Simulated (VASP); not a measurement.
Input:

```
CELL_PARAMETERS angstrom
      1.53848    -2.66473     0.00000
      1.53848     2.66473     0.00000
      0.00000     0.00000     3.48008
ATOMIC_POSITIONS crystal
  Mg 0.00000 0.00000 0.00000
  B  0.33333 0.66667 0.50000
  B  0.66667 0.33333 0.50000
```

These are revTPSS meta-GGA, VASP's PBE PAW potentials (set 64) (plane waves; VASP) values and carry that method's errors. Numerical set-up: 520 eV cut-off, 13×13×10 Γ-centred mesh, tetrahedra with Blöchl corrections, potentials Mg B.

Question: Predict the energy per atom (σ→0), band gap (over mesh and band path) with the smallest direct gap where there is one.

Answer: 
```yaml
band gap (over mesh and band path): none (metal, semimetal or under 0.01 eV)
energy per atom (σ→0): -6.384 eV/atom
```

The compound is MgB2 in the AlB2 type structure. It was relaxed first.
